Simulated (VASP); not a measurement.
Data:

```
GaSb
1.0
    3.54360     0.00000     0.00000
    0.00000     3.54360     0.00000
    0.00000     0.00000     3.54360
Ga Sb
1 1
Cartesian
  0.00000   0.00000   0.00000
  1.77180   1.77180   1.77180
```

These are PBEsol GGA, VASP's PBE PAW potentials (set 64) (plane waves; VASP) values and carry that method's errors. Run with 400 eV cut-off, 12×12×12 Γ-centred mesh, tetrahedra with Blöchl corrections, potentials Ga_d Sb.

Unless said otherwise, spin-orbit coupling is left out, though it shifts the bands of the heavy elements here.

### Question
What does the run give for the energy per atom (σ→0), band gap (on the k-mesh) with the smallest direct gap where there is one?

### Answer

- band gap (on the k-mesh): none (metal, semimetal or under 0.01 eV)
- energy per atom (σ→0): -3.846 eV/atom

The structure was generated: GaSb was put into the CsCl type type (Pm-3m), which need not be its known phase. It was relaxed first, which changed the volume by +14 %. VASP warned that the highest band is occupied, so more bands are needed.
